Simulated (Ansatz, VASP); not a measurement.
## AlGaN2 in two plane-wave programs

Aim: how closely do two programs agree when they are given the same cell, functional and k mesh? The cell is taken from a series of runs on this material, whose earlier steps may have relaxed, scaled, displaced or heated it; both programs get it as it stands.

Method: plane waves, with VASP 6.6.1 beside it; G0W0 gap at LDA, in Ansatz 0.2.0.

## (1) The structure

Symmetry: P3m1, No. 156, trigonal system. The conventional cell has a = 3.145 Å, b = 3.145 Å, c = 5.097 Å, α = 90.00°, β = 90.00°, γ = 120.00°. Al has 4 N at 1.89 to 1.90 Å nearest. Nearest to Ga lie 4 N at 1.93 to 1.96 Å. N has 3 Al at 1.90 Å and 1 Ga at 1.96 Å nearest. Nearest to N lie 1 Al at 1.89 Å and 3 Ga at 1.93 Å. Farther neighbours and most contacts between anions are not listed.

As a file:

```cif
data_structure
_symmetry_space_group_name_H-M 'P 1'
_symmetry_Int_Tables_number 1
_cell_length_a 3.1453
_cell_length_b 3.1453
_cell_length_c 5.0969
_cell_angle_alpha 90.000
_cell_angle_beta 90.000
_cell_angle_gamma 120.000
_cell_volume 43.67
loop_
_atom_site_label
_atom_site_type_symbol
_atom_site_fract_x
_atom_site_fract_y
_atom_site_fract_z
_atom_site_occupancy
Al1 Al 0.00000 0.00000 0.99926 1
Ga2 Ga 0.66667 0.33333 0.49717 1
N3 N 0.66667 0.33333 0.11180 1
N4 N 0.00000 0.00000 0.62816 1
```

## (2) Ansatz: G0W0 gap, LDA

Ansatz runs on its default PAW (the set named soft_2) files.

Quasiparticle shifts depend on high empty states and on the cores, so they are the hardest test of two PAW sets.

Contents of input.yaml:

```yaml
crystal:
  lattice:
    - [3.1452826441, 0.0, 0.0]
    - [-1.572641322, 2.7238946718, 0.0]
    - [0.0, 0.0, 5.09689373]
  atoms:
    - { symbol: Al, position: [0.0, 0.0, 0.99926377] }
    - { symbol: Ga, position: [0.6666666667, 0.3333333333, 0.49717421] }
    - { symbol: "N", position: [0.6666666667, 0.3333333333, 0.11180364] }
    - { symbol: "N", position: [0.0, 0.0, 0.62815839] }
kpoints:
  mp_grid: { grid: [3, 3, 2] }
hamiltonian:
  xc: lda
scf:
  occupations: { method: fixed }
gw:
  n_empty_bands: 28
  ecut_chi: 114.29
  qp_bands: [v2, c2]
  qp_kpoints: [[0.0, 0.0, 0.0]]
  screening: { model: contour_deformation }
```

Run with:

```sh
$ ansatz run input.yaml --threads 1 --pin off --max-ram 1382MiB --backend cpu --events-out ev --progress --plain --runs-dir out
```

Numbers of over 12 decimals in the logs are rounded to 6 here.

Log:

```text
Engine: ansatz 0.2.0, aarch64-unknown-linux-gnu
Pseudopotentials: kind: paw
Pseudopotential: Al, paw, valence charge 3, recommended cutoff 420 eV (normal), Al.paw.azcp
Pseudopotential: Ga, paw, valence charge 13, recommended cutoff 420 eV (normal), Ga.paw.azcp
Pseudopotential: N, paw, valence charge 5, recommended cutoff 420 eV (normal), N.paw.azcp
Functional definition: SPW92
  exchange = slater_x
  correlation = pw_c
Crystal: 4 atoms, lattice volume = 43.667 Å³
Basis set: ecut = 420 eV, 845 PW (Γ)
Bands: 17, of which v1, the nominal top of the filled ones, is band 13 counted from 1 (12 counted from 0)
Symmetry: 6 space group operations
Space group: P3m1 (ITA 156), of the structure as read, at distance tolerance 3.5e-5 Å
k-points: 6 of 18 (time reversal used)
Non-local potential: Al, projectors of the file, l = 0: 2, l = 1: 2, l = 2: 1
Non-local potential: Ga, projectors of the file, l = 0: 2, l = 1: 2, l = 2: 3, l = 3: 1
Non-local potential: N, projectors of the file, l = 0: 2, l = 1: 2, l = 2: 1
PAW form: soft (Blöchl's): semilocal exchange-correlation on the pseudo side does not see the compensation charge
PAW frozen core: Al, regenerated for the run's functional, and the local potential with it (the file was generated under x = pbe(κ = 0.804, μ = 0.219515), c = pbe(β = 0.066725))
PAW frozen core: Ga, regenerated for the run's functional, and the local potential with it (the file was generated under x = pbe(κ = 0.804, μ = 0.219515), c = pbe(β = 0.066725))
PAW frozen core: N, regenerated for the run's functional, and the local potential with it (the file was generated under x = pbe(κ = 0.804, μ = 0.219515), c = pbe(β = 0.066725))
PAW one-centre angular grid: Al, 110 points (default); XC on 64 Gauss nodes
PAW one-centre angular grid: Ga, 590 points (default); XC on 64 Gauss nodes
PAW one-centre angular grid: N, 110 points (default); XC on 64 Gauss nodes
Initial density: superposition of atomic densities (neutral atoms: chi_scale 0, normalization atom), corrected by the library's trained network
Initial wavefunctions: pseudopotential atomic-orbital guess
Functional: x = slater, c = lda
SCF iter   1: F=—  HF=-4971.661274 eV  |F-HF|=—  |Δ(HF+E_count)|=         —  Δρ=8.53e-3  dr2=2.91e-2  ethr=1.77e-3  ⟨swp⟩=4.3  Hψ=438  notcnv=0  defer=9
preconditioner: auto → none  [insulator: Δε(μ)=2.816 eV  Ē_g=15.448 eV  n_scr=10 (ndim 8)  ℏωp=28.7 eV  f_vac=0.000  ε∞_Penn≈4.4]
SCF iter   2: F=—  HF=-4971.653773 eV  |F-HF|=—  |Δ(HF+E_count)|=   7.50e-3  Δρ=4.39e-3  dr2=5.60e-3  ethr=1.12e-4  ⟨swp⟩=2.5  Hψ=215  notcnv=0  defer=12
SCF iter   3: F=—  HF=-4971.652193 eV  |F-HF|=—  |Δ(HF+E_count)|=   1.58e-3  Δρ=1.55e-3  dr2=6.25e-4  ethr=2.15e-5  ⟨swp⟩=2.0  Hψ=169  notcnv=0  defer=12
SCF iter   4: F=—  HF=-4971.652036 eV  |F-HF|=—  |Δ(HF+E_count)|=   1.57e-4  Δρ=8.07e-4  dr2=2.27e-4  ethr=2.40e-6  ⟨swp⟩=2.2  Hψ=159  notcnv=0  defer=12
SCF iter   5: F=—  HF=-4971.651979 eV  |F-HF|=—  |Δ(HF+E_count)|=   5.78e-5  Δρ=1.27e-4  dr2=2.92e-6  ethr=8.74e-7  ⟨swp⟩=2.0  Hψ=132  notcnv=0  defer=6
SCF iter   6: F=—  HF=-4971.651978 eV  |F-HF|=—  |Δ(HF+E_count)|=   5.43e-7  Δρ=3.39e-5  dr2=2.82e-7  ethr=1.12e-8  ⟨swp⟩=2.0  Hψ=176  notcnv=0
SCF iter   7: F=-4971.651978 eV  HF=-4971.651978 eV  |F-HF|=3.96e-10  |Δ(HF+E_count)|=   2.08e-8  Δρ=1.05e-5  dr2=2.47e-8  ethr=3.85e-10  ⟨swp⟩=4.2  Hψ=344  notcnv=0
SCF 1 converged in 7 iterations: F = -4971.651978 eV  dr2 = 2.47e-8
  greatest PAW one-centre occupation: 0.996 electrons in one spin orbital (limit 2), on the Ga atom at site 1 (counted from 0), in its partial waves of l = 2
NSCF: frozen V_eff on 6 k-points
G₀W₀ screening: q 1/6
[... further progress lines ...]
NSCF: frozen V_eff on 1 k-points
NSCF: frozen V_eff on 1 k-points
SCF converged after 7 iterations
Free energy (F): -4971.651978 eV
Harris-Foulkes:  -4971.651978 eV  (|F-HF|=3.96e-10)
Internal energy: -4971.651978 eV  (E = F + TS)
E sigma→0 (E₀):  -4971.651978 eV
Fermi energy:    8.290485 eV
--- Per-component energies (eV) ---
  E_band       = -5.861103
  E_kinetic    = 406.382358
  E_local      = -2563.655032  (includes V_loc(G=0)·N_el)
  E_nonlocal   = 535.060861
  E_hartree    = 1162.144061
  E_xc         = -228.199662
  E_vxc        = -241.536895  (∫ρ·V_xc dr)
  E_paw        = -2597.512390  (= ΣΔE_a)
  E_vpaw       = -466.402731  (= ΣTr[D̂ρ^β])
  E_aug_tail   = 0.000124  (compensation charges beyond the density's cutoff)
  E_ewald      = -1687.816583
  E_core_change = 1.944285  (= ΣΔE_core)
  E_smearing   = -0.000000  (= −TS)
  E_closure    = 0.000000  (closes the sum)
  Σ components = -4971.651978   (vs F -4971.651978, Δ=0.00e0)
--- Band table (eV; the first three rows and the last of 6) ---
  k-point 0: bands = [... 9 lower, 7.1646, 8.1522, 8.2905, 8.2905, 11.1334, 13.6836, 17.8219, 18.5863]
  k-point 1: bands = [... 9 lower, 7.3639, 7.3639, 8.0775, 8.0775, 13.0980, 13.8618, 17.0385, 17.7256]
  k-point 2: bands = [... 9 lower, 4.6177, 6.1008, 7.1105, 7.6132, 13.6612, 14.3201, 15.2629, 17.4520]
  k-point 5: bands = [... 9 lower, 4.0243, 4.2711, 6.9707, 7.1520, 14.6699, 15.0676, 15.3831, 15.7848]
--- G₀W₀: contour deformation, 5 samples at zero and on the imaginary axis and 1 off it, 18 q-points, 28 empty bands' worth ---
  eigenvalues of the whole cell's RPA ε∞ on this k-mesh (on a slab, of 1 + 4πα/V) = 5.7613, 7.1883, 7.1883; static W/v taken at q = 0 is 0.147361
    ik  band        ε_KS         Σx   Σc(E_QP)       V_xc       Z   E_QP_lin       E_QP  E_QP is
     0    12      8.2905   -23.6028     3.9960   -19.6897  0.7675     8.3733     8.3734  root
     0    13      8.2905   -23.6028     3.9960   -19.6897  0.7675     8.3733     8.3734  root
     0    14     11.1334   -10.5963    -3.8448   -15.7845  0.7942    12.5048    12.4768  root
     0    15     13.6836    -8.6793    -4.3637   -14.5255  0.8021    15.2053    15.1661  root
```

## (3) VASP: G0W0 gap, LDA

The same cell, functional (in two slightly different forms) and mesh now go to VASP, with its own data sets.

Lines of VASP's logs that name or quote its potential files are left out, and so is its time.

The run reads the wave functions of an earlier VASP run, which isn't shown here.

Contents of INCAR:

```
SYSTEM = AlGaN2
PREC = Accurate
ENCUT = 450
ISMEAR = 0
SIGMA = 0.01
LREAL = .FALSE.
GGA = CA
NBANDS = 41
ALGO = EVGW0
NELMGW = 1
ENCUTGW = 114.29
NOMEGA = 64
PRECFOCK = Fast
NBANDSGW = 21
LWAVE = .FALSE.
LCHARG = .FALSE.
```

Contents of POSCAR:

```
AlGaN2
1.0
    3.1452826441      0.0000000000      0.0000000000
   -1.5726413220      2.7238946718      0.0000000000
    0.0000000000      0.0000000000      5.0968937300
Al Ga N
1 1 2
Direct
    0.0000000000      0.0000000000      0.9992637700
    0.6666666667      0.3333333333      0.4971742100
    0.6666666667      0.3333333333      0.1118036400
    0.0000000000      0.0000000000      0.6281583900
```

Contents of KPOINTS:

```
Automatic mesh
0
Gamma
3 3 2
0 0 0
```

The projector-augmented-wave data sets are Al_GW, Ga_d_GW and N_GW (LDA family, release 64).

Run with:

```sh
$ export OMP_NUM_THREADS=3
$ mpirun -np 1 vasp_std
```

Log:

```text
[banner, memory and clock lines left out]
running    1 mpi-ranks, on    1 nodes
 distrk:  each k-point on    1 cores,    1 groups
 distr:  one band on    1 cores,    1 groups
 Offloading initialized ...    1 GPUs detected
 POSCAR found type information on POSCAR AlGaN
 POSCAR found :  3 types and       4 ions
|                                                                             |
|           W    W    AA    RRRRR   N    N  II  N    N   GGGG   !!!           |
|           W    W   A  A   R    R  NN   N  II  NN   N  G    G  !!!           |
|           W    W  A    A  R    R  N N  N  II  N N  N  G       !!!           |
|           W WW W  AAAAAA  RRRRR   N  N N  II  N  N N  G  GGG   !            |
|           WW  WW  A    A  R   R   N   NN  II  N   NN  G    G                |
|           W    W  A    A  R    R  N    N  II  N    N   GGGG   !!!           |
|                                                                             |
|     The default for ENCUTGWSOFT is different in this version of VASP.       |
|     please manually set ENCUTGWSOFT =114.29 in the INCAR file.              |
|                                                                             |

 LDA part: xc-table for (Slater(with rela. corr.)+CA(PZ))
 , standard interpolation
 found WAVECAR, reading the header
 POSCAR, INCAR and KPOINTS ok, starting setup
 FFT: planning ... GRIDC
 FFT: planning ... GRID_SOFT
 FFT: planning ... GRID
 reading WAVECAR
 the WAVECAR file was read successfully
 initial charge from wavefunction
 available memory per node:   1685.81 GB, setting MAXMEM to   1726273

 The Fermi energy was updated, please check that it is located mid-gap
 values below the HOMO (VB) or above the LUMO (CB) will cause erroneous energies
 E-fermi :   6.5078

 calculate exact exchange contribution
 the WAVEDER file was read successfully
energies w=
    0.000    0.000    0.687    0.000    1.372    0.000    2.054    0.000
    2.732    0.000    3.404    0.000    4.069    0.000    4.727    0.000
    5.376    0.000    6.016    0.000    6.648    0.000    7.271    0.000
    7.885    0.000    8.491    0.000    9.089    0.000    9.681    0.000
   10.266    0.000   10.846    0.000   11.422    0.000   11.994    0.000
   12.565    0.000   13.134    0.000   13.704    0.000   14.275    0.000
   14.850    0.000   15.429    0.000   16.014    0.000   16.607    0.000
   17.210    0.000   17.824    0.000   18.452    0.000   19.096    0.000
   19.759    0.000   20.443    0.000   21.152    0.000   21.889    0.000
   22.658    0.000   23.464    0.000   24.312    0.000   25.206    0.000
   26.156    0.000   27.168    0.000   28.252    0.000   29.418    0.000
   30.680    0.000   32.054    0.000   33.558    0.000   35.216    0.000
   37.056    0.000   39.114    0.000   41.436    0.000   44.078    0.000
   47.118    0.000   50.654    0.000   54.825    0.000   59.818    0.000
   65.905    0.000   73.488    0.000   83.192    0.000   96.038    0.000
  113.826    0.000  140.039    0.000  182.431    0.000  262.449    0.000
 responsefunction array rank=     135
 LDA part: xc-table for (Slater(with rela. corr.)+CA(PZ))
 , standard interpolation

 min. memory requirement per mpi rank    117.6 MB, per node    117.6 MB

 allocating  64 responsefunctions rank=   135
 shmem allocating  64 responsefunctions rank=   135
 response function shared by NCSHMEM nodes    1
 Doing            64  frequencies on each core in blocks of            64
NQ=   1    0.0000    0.0000    0.0000,
|.........|.........|.........|.........|.........|.........|.........|.........
 performed         23000 updates of chi_q(r,r)
 total number of BLAS operations          3.42 Gflops
NQ=   2    0.3333    0.0000    0.0000,
|.........|.........|.........|.........|.........|.........|.........|.........
 performed         67000 updates of chi_q(r,r)
 total number of BLAS operations          8.25 Gflops
NQ=   3    0.3333    0.3333    0.0000,
|.........|.........|.........|.........|.........|.........|.........|.........
 performed         97000 updates of chi_q(r,r)
 total number of BLAS operations         12.28 Gflops
NQ=   4    0.0000    0.0000    0.5000,
|.........|.........|.........|.........|.........|.........|.........|.........
 performed        120000 updates of chi_q(r,r)
 total number of BLAS operations         14.81 Gflops
NQ=   5    0.3333    0.0000    0.5000,
|.........|.........|.........|.........|.........|.........|.........|.........
 performed        164000 updates of chi_q(r,r)
 total number of BLAS operations         20.23 Gflops
NQ=   6    0.3333    0.3333    0.5000,
|.........|.........|.........|.........|.........|.........|.........|.........
 performed        194000 updates of chi_q(r,r)
 total number of BLAS operations         23.38 Gflops
 resolving degeneracies of screened two electron integrals

 calculate QP shifts <psi_nk| G(iteration)W_0 |psi_nk>: iteration 1
 entering main loop
```

OUTCAR, selected parts (step 3):

```text
ion  position               nearest neighbor table
   1  0.000  0.000  0.999-   4 1.89   3 1.90   3 1.90   3 1.90
   2  0.667  0.333  0.497-   4 1.93   4 1.93   4 1.93   3 1.96
   3  0.667  0.333  0.112-   1 1.90   1 1.90   1 1.90   2 1.96
   4  0.000  0.000  0.628-   1 1.89   2 1.93   2 1.93   2 1.93

  LATTYP: Found a hexagonal cell.
 ALAT       =     3.1452826441
 C/A-ratio  =     1.6204883016

 Subroutine GETGRP returns: Found  6 space group operations
 (whereof  6 operations were pure point group operations)

The static configuration has the point symmetry C_3v.

 Found      6 irreducible k-points:

   k-points           NKPTS =      6   k-points in BZ     NKDIM =     18   number of bands    NBANDS=     41

   dimension x,y,z NGX =    24 NGY =   24 NGZ =   36
   dimension x,y,z NGXF=    48 NGYF=   48 NGZF=   72

   ENCUT  =  450.0 eV  33.07 Ry    5.75 a.u.   5.44  5.44  8.82*2*pi/ulx,y,z

   NELECT =      26.0000    total number of electrons

  energy-cutoff  :      450.00
  volume of cell :       43.67
      direct lattice vectors                 reciprocal lattice vectors
     3.145282644  0.000000000  0.000000000     0.317936451  0.183560695 -0.000000000
    -1.572641322  2.723894672  0.000000000     0.000000000  0.367121391  0.000000000
     0.000000000  0.000000000  5.096893730     0.000000000 -0.000000000  0.196197930

 k-points in reciprocal lattice and weights: Automatic mesh
   0.00000000  0.00000000  0.00000000       0.056
   0.33333333  0.00000000  0.00000000       0.333
   0.33333333  0.33333333  0.00000000       0.111
   0.00000000  0.00000000  0.50000000       0.056
   0.33333333  0.00000000  0.50000000       0.333
   0.33333333  0.33333333  0.50000000       0.111

 E-fermi :   6.5078

 QP shifts <psi_nk| G(iteration)W_0 |psi_nk>: iteration 1
 for sc-GW calculations column KS-energies equals QP-energies in previous step
 and V_xc(KS)=  KS-energies - (<T + V_ion + V_H > + <T+V_H+V_ion>^1  + <V_x>^1)
 k-point   1 :       0.0000    0.0000    0.0000
  band No.  KS-energies  QP-energies   sigma(KS)   V_xc(KS)     V^pw_x(r,r')   Z            occupation Imag(sigma)
    ...
     10       3.9543       3.8832     -16.6579     -16.5644     -20.8647       0.7604       2.0000       0.1108
     11       4.9445       5.0655     -17.1487     -17.3062     -20.9549       0.7686       2.0000       0.0966
     12       5.0805       5.1505     -17.4700     -17.5615     -21.4806       0.7655       2.0000       0.1002
     13       5.0805       5.1505     -17.4700     -17.5615     -21.4806       0.7655       2.0000       0.1002
     14       7.9351       9.3051     -11.7836     -13.5255      -8.3348       0.7865       0.0000      -0.0770
     15      10.4743      11.9828     -10.1180     -12.0204      -6.1827       0.7930       0.0000      -0.0873
     16      14.6130      16.4433     -12.0693     -14.5262      -7.4080       0.7450       0.0000      -0.1521
     17      15.3619      17.0891      -8.9693     -11.1585      -4.6276       0.7890       0.0000      -0.1272
    ...

 k-point   2 :       0.3333    0.0000    0.0000
  band No.  KS-energies  QP-energies   sigma(KS)   V_xc(KS)     V^pw_x(r,r')   Z            occupation Imag(sigma)
    ...
     10       1.4062       1.0827     -15.4937     -15.0617     -19.8106       0.7489       2.0000       0.1396
     11       2.8878       2.7071     -15.9275     -15.6887     -20.2019       0.7570       2.0000       0.1209
     12       3.8994       3.8962     -16.2596     -16.2554     -20.1221       0.7652       2.0000       0.1029
     13       4.4034       4.4096     -16.9798     -16.9880     -21.0579       0.7653       2.0000       0.1045
     14      10.4494      11.9035     -10.4411     -12.2813      -6.6729       0.7902       0.0000      -0.0858
     15      11.1096      12.6368     -10.2742     -12.2099      -6.3956       0.7890       0.0000      -0.0900
     16      12.0495      13.5583     -10.3956     -12.3101      -6.4762       0.7881       0.0000      -0.0951
     17      14.2457      16.1303     -11.4896     -13.9614      -7.1386       0.7624       0.0000      -0.1274
    ...

 k-point   3 :       0.3333    0.3333    0.0000
  band No.  KS-energies  QP-energies   sigma(KS)   V_xc(KS)     V^pw_x(r,r')   Z            occupation Imag(sigma)
    ...
     10       0.9665       0.5695     -14.9349     -14.4007     -19.3380       0.7429       2.0000       0.1502
     11       2.1058       1.9285     -15.0689     -14.8352     -19.0157       0.7587       2.0000       0.1248
     12       2.3784       2.1775     -15.5649     -15.2982     -19.8398       0.7536       2.0000       0.1279
     13       2.4163       2.1615     -15.5511     -15.2154     -19.6933       0.7592       2.0000       0.1222
     14       9.8515      10.9274      -8.4983      -9.8335      -4.7158       0.8058       0.0000      -0.0808
     15      13.1893      15.4905     -12.9475     -15.9675      -8.9199       0.7620       0.0000      -0.1098
     16      13.2378      14.8400     -11.4298     -13.5169      -7.3558       0.7676       0.0000      -0.1147
     17      13.6882      15.3968     -11.0349     -13.2473      -6.8884       0.7723       0.0000      -0.1137
    ...

 k-point   4 :       0.0000    0.0000    0.5000
  band No.  KS-energies  QP-energies   sigma(KS)   V_xc(KS)     V^pw_x(r,r')   Z            occupation Imag(sigma)
    ...
     10       4.1539       4.0983     -16.7780     -16.7050     -20.9712       0.7627       2.0000       0.1099
     11       4.1539       4.0983     -16.7780     -16.7050     -20.9712       0.7627       2.0000       0.1099
     12       4.8672       4.9124     -17.3422     -17.4013     -21.3732       0.7653       2.0000       0.1011
     13       4.8672       4.9124     -17.3422     -17.4013     -21.3732       0.7653       2.0000       0.1011
     14       9.9003      11.5937     -12.0601     -14.2314      -8.3526       0.7799       0.0000      -0.0862
     15      10.6513      12.0858     -11.1266     -12.9604      -7.2903       0.7823       0.0000      -0.0910
     16      13.8175      15.5816     -10.1985     -12.4528      -6.0212       0.7826       0.0000      -0.1101
     17      14.5123      16.2122     -10.2719     -12.4951      -5.6906       0.7646       0.0000      -0.1361
    ...

[... 2 further parts left out ...]
```

## (4) Side by side

Known differences besides the potentials themselves: the two LDA forms differ slightly; fixed occupations in Ansatz, narrow Gaussian smearing in VASP; the cutoff is 420 eV in Ansatz and 450 eV in VASP; VASP's log shows a relativistic correction to its local exchange, Ansatz's none; Ansatz integrates over frequency by contour deformation, VASP on a grid of NOMEGA points; Ansatz's G0W0 levels solve the quasiparticle equation, VASP's are linearised. Total energies have different zeros and are not compared.

Both answers:

```tsv
quantity	Ansatz	VASP	difference
G0W0 gap on the mesh (eV)	4.10	4.15	-0.05
Kohn-Sham gap under it (eV)	2.84	2.85	-0.01
```

## (5) Results

- difference in G0W0 gap on the mesh (G0W0 gap, LDA): -0.051 eV

**Reading.** The difference in G0W0 gap on the mesh is -0.051 eV (G0W0 gap, LDA). How closely two codes agree says nothing of how well the functional describes the real material.

[Lines on the potential files, build, host, timing and source positions are cut from VASP's logs without a mark.]

[Logs are printed without paths, hosts, clocks, repeated set-up lines and the standing remarks that a program may print on its own settings, such as how far it seeks lower states.]

[Hosts, paths, dates, database ids (printed as entryN), source tags and the programs' standing remarks are cut or masked in the printed files.]
